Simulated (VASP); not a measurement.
Here is the system:

```xyz
3
Lattice="0.0000 3.1798 3.1798 3.1798 0.0000 3.1798 3.1798 3.1798 0.0000" Properties=species:S:1:pos:R:3 pbc="T T T"
Mg     1.5899     1.5899     1.5899
Mg     4.7697     4.7697     4.7697
Si     3.1798     3.1798     0.0000
```

All values below come from PBE GGA, VASP's PBE PAW potentials (set 64) (plane waves; VASP). Run with 520 eV cut-off, 6×6×6 Γ-centred mesh, Gaussian smearing of 0.050 eV, potentials Mg Si.

Predict the energy per atom (σ→0), band gap (on the k-mesh) with the smallest direct gap where there is one.

```
Property                                     Result
-----------------------------------  --------------
band gap (on the k-mesh)                    0.21 eV
smallest direct gap (on the k-mesh)         1.85 eV
energy per atom (σ→0)                -2.965 eV/atom
```

The absolute energy has meaning only against runs of the same code, potentials and settings.

The compound is Mg2Si in the antifluorite structure. It was relaxed first.
